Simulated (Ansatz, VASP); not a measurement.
# Cross-check of TiC between VASP and Ansatz, part 2 of 2

Wanted: the spread between two codes on one cell, functional and k mesh. The cell is taken from a series of runs on this material, whose earlier steps may have relaxed, scaled, displaced or heated it; both programs get it as it stands.

VASP 6.6.1 and Ansatz 0.2.0.

So far: The structure; VASP: elastic constants, LDA.

### Step 3. Ansatz: elastic constants, LDA

Level of this step: Ansatz beside VASP: Kohn-Sham DFT, plane waves, LDA (Ansatz).

Ansatz runs on its default PAW (the set named soft_2) files.

The same cell, functional (in two slightly different forms), mesh and smearing now go to Ansatz.

input.yaml reads:

```yaml
crystal:
  lattice:
    - [0.0, 2.1467040447, 2.1467040447]
    - [2.1467040447, 0.0, 2.1467040447]
    - [2.1467040447, 2.1467040447, 0.0]
  atoms:
    - { symbol: Ti, position: [0.0, 0.0, 0.0] }
    - { symbol: C, position: [0.5, 0.5, 0.5] }
kpoints:
  mp_grid: { grid: [20, 20, 20] }
hamiltonian:
  xc: lda
scf:
  occupations: { method: methfessel_paxton, width: 0.25 }
output:
  forces: true
  stress: true
  eigenvalues: true
basis:
  ecutwfc: 190.0
elastic:
  mode: relaxed_ion
  stencil: two_point
  amplitude: 0.01
```

Started as:

```sh
$ ansatz run input.yaml --threads 4 --pin off --max-ram 16384MiB --backend cpu --events-out ev --progress --plain --runs-dir out
```

Numbers of over 12 decimals in the logs are rounded to 6 here.

The log of the run:

```text
Warning: basis.ecutwfc = 190 eV is below the records' recommended 420 eV, and the density's cutoff is lower with it unless basis.ecutrho_ratio is high enough to keep the records' density cutoff: compare with a run at a higher cutoff
Engine: ansatz 0.2.0, aarch64-unknown-linux-gnu
Pseudopotentials: kind: paw
Pseudopotential: Ti, paw, valence charge 12, recommended cutoff 420 eV (normal), Ti.paw.azcp
Pseudopotential: C, paw, valence charge 4, recommended cutoff 420 eV (normal), C.paw.azcp
Functional definition: SPW92
  exchange = slater_x
  correlation = pw_c
Crystal: 2 atoms, lattice volume = 19.785 Å³
Basis set: ecut = 190 eV, 113 PW (Γ)
Bands: 12, of which v1, the nominal top of the filled ones, is band 8 counted from 1 (7 counted from 0)
Symmetry: 48 space group operations
Space group: Fm-3m (ITA 225), of the structure as read, at distance tolerance 2.7e-5 Å
k-points: 256 of 8000
Non-local potential: Ti, projectors of the file, l = 0: 3, l = 1: 2, l = 2: 3, l = 3: 1
Non-local potential: C, projectors of the file, l = 0: 2, l = 1: 2, l = 2: 1
PAW form: soft (Blöchl's): semilocal exchange-correlation on the pseudo side does not see the compensation charge
PAW frozen core: Ti, regenerated for the run's functional, and the local potential with it (the file was generated under x = pbe(κ = 0.804, μ = 0.219515), c = pbe(β = 0.066725))
PAW frozen core: C, regenerated for the run's functional, and the local potential with it (the file was generated under x = pbe(κ = 0.804, μ = 0.219515), c = pbe(β = 0.066725))
PAW one-centre angular grid: Ti, 590 points (default); XC on 64 Gauss nodes
PAW one-centre angular grid: C, 110 points (default); XC on 64 Gauss nodes
Initial density: superposition of atomic densities (neutral atoms: chi_scale 0, normalization atom), corrected by the library's trained network
Initial wavefunctions: pseudopotential atomic-orbital guess
Functional: x = slater, c = lda
SCF iter   1: F=—  HF=-2687.162704 eV  |F-HF|=—  |Δ(HF+E_count)|=         —  Δρ=1.03e-1  dr2=9.33e-1  ethr=1.77e-3  ⟨swp⟩=3.1  Hψ=12310  notcnv=0
preconditioner: auto → none  [metal: Δε(μ)=0.028 eV  Ē_g=8.795 eV  σ=0.250 eV  W_gap=0.10  n_scr=8 (ndim 8)  ℏωp=23.6 eV  f_vac=0.000  D(μ)=0.27/eV (n_scr^D=0)  sad-step TF]
SCF iter   2: F=—  HF=-2686.504789 eV  |F-HF|=—  |Δ(HF+E_count)|=   6.58e-1  S|Δr|=    0.00e0  Δρ=4.79e-2  dr2=1.82e-1  ethr=1.77e-3  ⟨swp⟩=2.0  Hψ=8191  notcnv=0
SCF iter   3: F=—  HF=-2686.362036 eV  |F-HF|=—  |Δ(HF+E_count)|=   1.43e-1  S|Δr|=    0.00e0  Δρ=3.49e-3  dr2=2.04e-3  ethr=1.13e-3  ⟨swp⟩=2.0  Hψ=6140  notcnv=0
SCF iter   4: F=—  HF=-2686.362463 eV  |F-HF|=—  |Δ(HF+E_count)|=   4.27e-4  S|Δr|=    0.00e0  Δρ=2.29e-4  dr2=3.91e-6  ethr=1.28e-5  ⟨swp⟩=2.5  Hψ=4032  notcnv=0
SCF iter   5: F=—  HF=-2686.362465 eV  |F-HF|=—  |Δ(HF+E_count)|=   2.28e-6  S|Δr|=    0.00e0  Δρ=3.58e-5  dr2=1.23e-7  ethr=2.44e-8  ⟨swp⟩=2.0  Hψ=3917  notcnv=0
SCF iter   6: F=—  HF=-2686.362467 eV  |F-HF|=—  |Δ(HF+E_count)|=   1.39e-6  S|Δr|=    0.00e0  Δρ=2.98e-6  dr2=1.00e-9  ethr=7.68e-10  ⟨swp⟩=2.1  Hψ=3743  notcnv=0
SCF iter   7: F=—  HF=-2686.362467 eV  |F-HF|=—  |Δ(HF+E_count)|=  8.41e-11  S|Δr|=    0.00e0  Δρ=5.54e-7  dr2=6.90e-11  ethr=6.27e-12  ⟨swp⟩=2.5  Hψ=4638  notcnv=0
SCF iter   8: F=—  HF=-2686.362467 eV  |F-HF|=—  |Δ(HF+E_count)|=  1.55e-11  S|Δr|=    0.00e0  Δρ=3.53e-8  dr2=1.99e-13  ethr=4.31e-13 (applied; sched 1.00e-12)  ⟨swp⟩=2.3  Hψ=3962  notcnv=0
SCF iter   9: F=-2686.362467 eV  HF=-2686.362467 eV  |F-HF|=4.55e-13  |Δ(HF+E_count)|=  4.55e-13  S|Δr|=    0.00e0  Δρ=2.16e-9  dr2=4.85e-16  ethr=1.00e-12  ⟨swp⟩=4.0  Hψ=8763  notcnv=0
the search or the solves at the SCF's close seem to have found levels that the self-consistency loop had missed (the run counts 1). By its estimate they hold under 1e-12 electrons; where the run keeps them, the occupations were computed again with them
SCF 1 converged in 9 iterations: F = -2686.362467 eV  dr2 = 4.85e-16
  greatest PAW one-centre occupation: 1.113 electrons in one spin orbital (limit 2), on the Ti atom at site 0 (counted from 0), in its partial waves of l = 1
Crystal: 2 atoms, lattice volume = 19.588 Å³
Symmetry: 16 space group operations
k-points: 641 of 8000
Initial density: handed on by an earlier stage of this run
Initial wavefunctions: those handed on with the density
iter 1 solved again at ethr=1.66e-5 eV; its pass at ethr=3.10e-3 eV (dr2=2.66e-3 eV) is discarded
[...]
preconditioner: auto → none  [metal: Δε(μ)=0.013 eV  Ē_g=8.394 eV  σ=0.250 eV  W_gap=0.04  n_scr=8 (ndim 8)  ℏωp=23.7 eV  f_vac=0.000  D(μ)=0.29/eV (n_scr^D=0)]
[...]
SCF 2 converged in 8 iterations: F = -2686.374757 eV  dr2 = 8.52e-14
Crystal: 2 atoms, lattice volume = 19.983 Å³
[...]
preconditioner: auto → none  [metal: Δε(μ)=0.016 eV  Ē_g=8.251 eV  σ=0.250 eV  W_gap=0.05  n_scr=8 (ndim 8)  ℏωp=23.5 eV  f_vac=0.000  D(μ)=0.32/eV (n_scr^D=0)]
[...]
SCF 3 converged in 6 iterations: F = -2686.375959 eV  dr2 = 1.34e-14
Symmetry: 8 space group operations
k-points: 1166 of 8000
[...]
preconditioner: auto → none  [metal: Δε(μ)=0.003 eV  Ē_g=8.312 eV  σ=0.250 eV  W_gap=0.01  n_scr=8 (ndim 8)  ℏωp=23.6 eV  f_vac=0.000  D(μ)=0.30/eV (n_scr^D=0)]
[...]
SCF iter   5: F=—  HF=-2686.384553 eV  |F-HF|=—  |Δ(HF+E_count)|=  1.46e-11  S|Δr|=    0.00e0  Δρ=3.85e-7  dr2=2.84e-11  ethr=8.66e-12  ⟨swp⟩=2.6  Hψ=21448  notcnv=0
SCF iter   6: F=—  HF=-2686.384553 eV  |F-HF|=—  |Δ(HF+E_count)|=  6.82e-12  S|Δr|=    0.00e0  Δρ=9.31e-8  dr2=2.00e-12  ethr=1.77e-13 (applied; sched 1.00e-12)  ⟨swp⟩=2.6  Hψ=20625  notcnv=0
SCF iter   7: F=-2686.384553 eV  HF=-2686.384553 eV  |F-HF|=1.36e-12  |Δ(HF+E_count)|=  1.36e-12  S|Δr|=    0.00e0  Δρ=1.43e-8  dr2=3.70e-14  ethr=1.00e-12  ⟨swp⟩=2.6  Hψ=45909  notcnv=0
SCF 4 converged in 7 iterations: F = -2686.384553 eV  dr2 = 3.70e-14
iter 1 solved again at ethr=1.03e-7 eV; its pass at ethr=3.10e-3 eV (dr2=1.65e-5 eV) is discarded
SCF iter   1: F=—  HF=-2686.384564 eV  |F-HF|=—  |Δ(HF+E_count)|=         —  Δρ=4.14e-4  dr2=1.76e-5  ethr=1.03e-7  ⟨swp⟩=1.8  Hψ=92627  notcnv=0
preconditioner: auto → none  [metal: Δε(μ)=0.006 eV  Ē_g=8.311 eV  σ=0.250 eV  W_gap=0.02  n_scr=8 (ndim 8)  ℏωp=23.6 eV  f_vac=0.000  D(μ)=0.30/eV (n_scr^D=0)]
SCF iter   2: F=—  HF=-2686.384555 eV  |F-HF|=—  |Δ(HF+E_count)|=   8.46e-6  S|Δr|=    0.00e0  Δρ=1.38e-4  dr2=1.65e-6  ethr=1.03e-7  ⟨swp⟩=2.2  Hψ=22405  notcnv=0
SCF iter   3: F=—  HF=-2686.384553 eV  |F-HF|=—  |Δ(HF+E_count)|=   2.45e-6  S|Δr|=    0.00e0  Δρ=2.21e-5  dr2=4.69e-8  ethr=1.03e-8  ⟨swp⟩=2.0  Hψ=23166  notcnv=0
SCF iter   4: F=—  HF=-2686.384553 eV  |F-HF|=—  |Δ(HF+E_count)|=   1.88e-8  S|Δr|=    0.00e0  Δρ=1.26e-6  dr2=1.64e-10  ethr=2.93e-10  ⟨swp⟩=2.9  Hψ=24338  notcnv=0
SCF iter   5: F=—  HF=-2686.384553 eV  |F-HF|=—  |Δ(HF+E_count)|=  1.41e-11  S|Δr|=    0.00e0  Δρ=1.06e-7  dr2=8.40e-13  ethr=1.02e-12  ⟨swp⟩=2.0  Hψ=16272  notcnv=0
SCF iter   6: F=-2686.384553 eV  HF=-2686.384553 eV  |F-HF|=4.55e-13  |Δ(HF+E_count)|=  4.55e-13  S|Δr|=    0.00e0  Δρ=5.37e-9  dr2=2.64e-15  ethr=1.00e-12  ⟨swp⟩=3.9  Hψ=38999  notcnv=0
SCF 5 converged in 6 iterations: F = -2686.384553 eV  dr2 = 2.64e-15
SCF converged after 9 iterations
Stability not checked: this state was not tested for a lower state beside it, because cold or Methfessel-Paxton smearing, or corrected tetrahedra, fill the levels in a way that the test cannot read (fill_not_monotonic; see scf.lower_state_search)
Free energy (F): -2686.362467 eV
Harris-Foulkes:  -2686.362467 eV  (|F-HF|=4.55e-13)
Internal energy: -2686.362846 eV  (E = F + TS)
E sigma→0 (E₀):  -2686.362562 eV
Entropy (-TS):   0.000380 eV (0.190 meV/atom)
Fermi energy:    15.079488 eV
--- Per-component energies (eV) ---
  E_band       = -115.313478
  E_kinetic    = 374.481981
  E_local      = -747.148929  (includes V_loc(G=0)·N_el)
  E_nonlocal   = 29.629976
  E_hartree    = 298.896165
  E_xc         = -149.977003
  E_vxc        = -188.380708  (∫ρ·V_xc dr)
  E_paw        = -1087.031806  (= ΣΔE_a)
  E_vpaw       = -181.691120  (= ΣTr[D̂ρ^β])
  E_aug_tail   = 0.002992  (compensation charges beyond the density's cutoff)
  E_ewald      = -1405.605005
  E_core_change = 0.388783  (= ΣΔE_core)
  E_smearing   = 0.000380  (= −TS)
  E_closure    = -0.000000  (closes the sum)
  Σ components = -2686.362467   (vs F -2686.362467, Δ=0.00e0)
--- Forces (eV/Å), atoms counted from 1 ---
  atom   1  Ti    -0.00000000     0.00000000     0.00000000
  atom   2  C      0.00000000    -0.00000000    -0.00000000
  max |Σ_I F_I| component: 2.63e-30 eV/Å
--- Stress (GPa, compression-positive) ---
       -0.006668       0.000000       0.000000
        0.000000      -0.006668      -0.000000
       -0.000000       0.000000      -0.006668
  P = ⅓ Tr σ = -0.0067 GPa (-0.067 kbar)
--- Band table (eV; the first three rows and the last of 256) ---
  k-point 0: bands = [... 4 lower, 2.2069, 15.8864, 15.8864, 15.8864, 16.9791, 16.9791, 17.1438, 17.1438]
  k-point 1: bands = [... 4 lower, 2.2659, 15.4606, 15.7935, 15.7935, 16.2791, 16.2791, 16.8975, 17.9227]
  k-point 2: bands = [... 4 lower, 2.4416, 14.7519, 15.0805, 15.0805, 15.8065, 15.8065, 17.0304, 18.7395]
  k-point 255: bands = [... 4 lower, 5.1902, 11.8020, 11.8020, 12.2098, 18.0637, 18.0637, 19.3018, 20.3811]
--- Elastic constants: 2 strain directions × 2 members + reference (group order 48) ---
  dense FFT box of the reference and of every strained cell: 15×15×15
  strains applied: 11, 23; error gains: componentwise 1.00 (the most a stress slope's error grows in a printed constant), spectral 1.73 (1 for all six strains in a standard setting)
  C = ∂σ_k/∂η_j (tension-positive GPa; Voigt order 11 22 33 23 13 12):
       841.831    178.656    178.656      0.000     -0.000      0.000
       178.656    841.831    178.656      0.000      0.000      0.000
       178.656    178.656    841.831      0.000      0.000      0.000
         0.000      0.000      0.000    222.539      0.000     -0.000
         0.000      0.000     -0.000     -0.000    222.539     -0.000
         0.000     -0.000      0.000     -0.000     -0.000    222.539
  reference stress σ⁰ (GPa):      0.007      0.007      0.007      0.000     -0.000     -0.000
  C* (energy form; C + prestress term) asymmetry max|C*_kj − C*_jk| = 2.842e-14 GPa — a small one proves nothing (zero by symmetry where the batch's group is 432, −43m or m−3m); a large one is finite-difference/SCF noise where every solve meets its electron count
  moduli (Voigt/Reuss/Hill, GPa): K = 399.71/399.71/399.71   G = 266.16/256.25/261.20   E = 643.45   ν = 0.232
  mechanically stable: yes (min eigenvalue of sym C = 222.54 GPa)
  strain η (Voigt 11):  stress-route row diagonal C_11 = 841.83 GPa, energy-path curvature d²(F+E_count+ΔE)/dδ²/Ω₀ = 831.70 GPa
         δ    σ_11 (GPa)             F (eV)   n_scf  n_hpsi   n_pw
    -1.000e-2      -8.4235       -2686.3747566       8  143214    125   relax 0 steps, max|allowed force component| 1.38e-30 eV/Å
     1.000e-2       8.4131       -2686.3759587       6  129884    129   relax 0 steps, max|allowed force component| 2.47e-31 eV/Å
  strain η (Voigt 23):  stress-route row diagonal C_44 = 222.54 GPa, energy-path curvature d²(F+E_count+ΔE)/dδ²/Ω₀ = 218.34 GPa
         δ    σ_23 (GPa)             F (eV)   n_scf  n_hpsi   n_pw
    -1.000e-2      -2.2255       -2686.3845526       7  241627    126   relax 0 steps, max|allowed force component| 3.94e-30 eV/Å
     1.000e-2       2.2253       -2686.3845528       6  229499    126   relax 0 steps, max|allowed force component| 3.45e-30 eV/Å
```

The column dr2 measures how far the density is from self-consistency, as an energy; F and HF (Harris–Foulkes) agree once it is small.

### Step 4. Comparison

Known differences besides the potentials themselves: the cutoff is 190 eV in Ansatz and 600 eV in VASP; VASP's log shows a relativistic correction to its local exchange, Ansatz's none; VASP takes each elastic constant from one size of strain, Ansatz from those that its log lists; Ansatz's log warns that its cutoff lies below the recommended one. Total energies have different zeros and are not compared.

The two programs side by side:

```csv
quantity,Ansatz,VASP,difference
C11 (GPa),841.8,541.0,+55.61 %
C22 (GPa),841.8,541.0,+55.61 %
C33 (GPa),841.8,541.0,+55.61 %
C12 (GPa),178.7,123.3,+44.91 %
C13 (GPa),178.7,123.3,+44.91 %
C23 (GPa),178.7,123.3,+44.91 %
C44 (GPa),222.5,173.2,+28.49 %
C55 (GPa),222.5,173.2,+28.49 %
C66 (GPa),222.5,173.2,+28.49 %
```

### Step 5. What came out

| Property | Result |
| --- | --- |
| difference in C11 (elastic constants, LDA) | 56 % |

What this shows: The difference in C11 is 56 % (elastic constants, LDA), beyond the 5 % picked in this series as the mark of a large difference. Ansatz's own log doubts the convergence of its elastic constants, LDA run, which may account for the difference. Such differences can come from data sets, numerical settings and the points named under the comparisons, not from the functional's error against experiment.

[Lines on the potential files, build, host, timing and source positions are cut from VASP's logs without a mark.]

[Logs are printed without paths, hosts, clocks, repeated set-up lines and the standing remarks that a program may print on its own settings, such as how far it seeks lower states.]

[Hosts, paths, dates, database ids (printed as entryN), source tags and the programs' standing remarks are cut or masked in the printed files.]
